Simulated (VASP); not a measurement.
Consider the following.

```
Si
1.0
    0.00000     2.71550     2.71550
    2.71550     0.00000     2.71550
    2.71550     2.71550     0.00000
Si
2
Cartesian
  0.00000   0.00000   0.00000
  1.35775   1.35775   1.35775
```

All values below come from RPBE GGA, VASP's PBE PAW potentials (set 64) (plane waves; VASP). Numerical set-up: 520 eV cut-off, 8×8×8 Γ-centred mesh, Gaussian smearing of 0.050 eV, potentials Si.

Energy and stress use the plane-wave basis of the starting cell.

The ions, cell shape and volume are relaxed. What does this cell relax into?

```
Si
1.0
    0.00000     2.74866     2.74866
    2.74866     0.00000     2.74866
    2.74866     2.74866     0.00000
Si
2
Direct
  0.00000   0.00000   0.00000
  0.25000   0.25000   0.25000
```
Space group Fd-3m (227), at a tolerance of 0.03 Å.

How do energy and volume change from the first to the last step?

The energy (σ→0) changes by -7.6 meV/atom and the volume by +3.7 %, in 3 ionic steps.

The compound is Si in the diamond structure. This run relaxes it. Symmetry was kept, so distortions that lower it aren't found.
